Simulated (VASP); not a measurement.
Computed with PBE GGA, VASP's PBE PAW potentials (set 64) (plane waves; VASP).

VASP input:

**POSCAR**
```
Te
1
    2.1980610000    -3.9243150000     0.0000000000
    2.1980610000     3.9243150000     0.0000000000
    0.0000000000     0.0000000000     5.9641020000
Te
3
Direct
  0.0000000000   0.2630000000   0.6666670000
  0.7370000000   0.7370000000   0.0000000000
  0.2763000000   0.0133000000   0.3333330000
```

**KPOINTS**
```
Automatic mesh
0
Gamma
5 5 4
0 0 0
```

INCAR:
```
SYSTEM  =  Te
PREC  =  Accurate; ENCUT  =  550; LREAL  =  .False.
LASPH  =  .True.
EDIFF  =  1E-6; NELM  =  100; ALGO  =  Normal
LMAXMIX  =  4
ISMEAR  =  0; SIGMA  =  0.05
GGA  =  PE
ISIF  =  2
LWAVE  =  .False.; LCHARG  =  .False.
```

POTCAR, in this order: Te (PBE.64 set). Program: vasp_std.

Output of the run:

OUTCAR:
```
 ion  position               nearest neighbor table
   1  0.000  0.263  0.667-   2 2.83   3 2.87   3 3.46   2 3.48   3 3.54   2 3.54
   2  0.737  0.737  0.000-   1 2.83   3 2.87   3 3.43   1 3.48   3 3.53   1 3.54
   3  0.276  0.013  0.333-   1 2.87   2 2.87   2 3.43   1 3.46   2 3.53   1 3.54
  LATTYP: Found a base centered orthorhombic cell.
 ALAT       =     4.3961220000
 B/A-ratio  =     1.7853530907
 C/A-ratio  =     1.3566734499
 Subroutine PRICEL returns:
 Original cell was already a primitive cell.
 Subroutine GETGRP returns: Found  1 space group operations
The static configuration has the point symmetry C_1 .
The dynamic configuration has the point symmetry C_1 .
 Subroutine INISYM returns: Found  1 space group operations
 Subroutine IBZKPT returns following result:
 Found     51 irreducible k-points:

 Following reciprocal coordinates:
            Coordinates               Weight
  0.000000  0.000000  0.000000      1.000000
  0.200000 -0.000000  0.000000      2.000000
 -0.000000  0.200000  0.000000      2.000000
  0.400000 -0.000000  0.000000      2.000000
 -0.000000  0.400000  0.000000      2.000000
  0.200000  0.200000  0.000000      2.000000
...
```

### OSZICAR
```
       N       E                     dE             d eps       ncg     rms          rms(c)
DAV:   1     0.812346115813E+02    0.81235E+02   -0.67992E+03  1326   0.116E+03
DAV:   2    -0.369402337477E+01   -0.84929E+02   -0.81137E+02  1790   0.157E+02
DAV:   3    -0.931928628949E+01   -0.56253E+01   -0.55855E+01  1611   0.465E+01
DAV:   4    -0.942458216308E+01   -0.10530E+00   -0.10524E+00  1633   0.758E+00
DAV:   5    -0.942644368083E+01   -0.18615E-02   -0.18615E-02  1697   0.971E-01    0.121E+01
DAV:   6    -0.940940131290E+01    0.17042E-01   -0.20884E-02  1396   0.991E-01    0.770E+00
DAV:   7    -0.940706031415E+01    0.23410E-02   -0.43873E-02  1416   0.147E+00    0.328E-01
DAV:   8    -0.940630012030E+01    0.76019E-03   -0.81496E-03  1351   0.580E-01    0.154E-01
DAV:   9    -0.940633796103E+01   -0.37841E-04   -0.23619E-04  1682   0.116E-01    0.116E-01
DAV:  10    -0.940638386288E+01   -0.45902E-04   -0.60278E-05  1366   0.556E-02    0.212E-02
DAV:  11    -0.940637795777E+01    0.59051E-05   -0.21660E-05  1356   0.327E-02    0.153E-02
DAV:  12    -0.940637796404E+01   -0.62694E-08   -0.26241E-06  1074   0.108E-02
   1 F= -.94063780E+01 E0= -.94063780E+01  d E =-.220386E-11
```

File OUTCAR:
```
------------------------ aborting loop because EDIFF is reached ----------------------------------------
  FORCE on cell =-STRESS in cart. coord.  units (eV):
  Direction    XX          YY          ZZ          XY          YZ          ZX
  --------------------------------------------------------------------------------------
  Total        1.1202571      0.4874568      0.9392742      0.1333971     -0.3510709     -0.1928018
  in kB       17.4441420      7.5904600     14.6259585      2.0772001     -5.4667194     -3.0022239
  external PRESSURE =      13.2201868 kB  Pullay stress =       0.0000000 kB
  volume of cell :      102.89
      direct lattice vectors                 reciprocal lattice vectors
     2.198061000 -3.924315000  0.000000000     0.227473214 -0.127410771  0.000000000
     2.198061000  3.924315000  0.000000000     0.227473214  0.127410771  0.000000000
     0.000000000  0.000000000  5.964102000     0.000000000  0.000000000  0.167669835
 POSITION                                       TOTAL-FORCE (eV/Angst)
 -----------------------------------------------------------------------------------
      0.57809      1.03209      3.97607         0.230095      0.140710     -0.086695
      3.23994      0.00000      0.00000        -0.227534     -0.021152      0.049064
      0.63656     -1.03209      1.98803        -0.002561     -0.119558      0.037631
 -----------------------------------------------------------------------------------
    total drift:                                0.000004     -0.000005     -0.000018
  FREE ENERGIE OF THE ION-ELECTRON SYSTEM (eV)
  ---------------------------------------------------
  free  energy   TOTEN  =        -9.4063779640 eV

  energy  without entropy=       -9.4063779640  energy(sigma->0) =       -9.40637796
```
(Selected blocks of OUTCAR.)

The compound is Te in the trig structure. The cell was not relaxed at this level, atoms are displaced from their ideal sites. The run is one of a series of settings (ENCUT = 550 against the base run), some of them coarse on purpose.
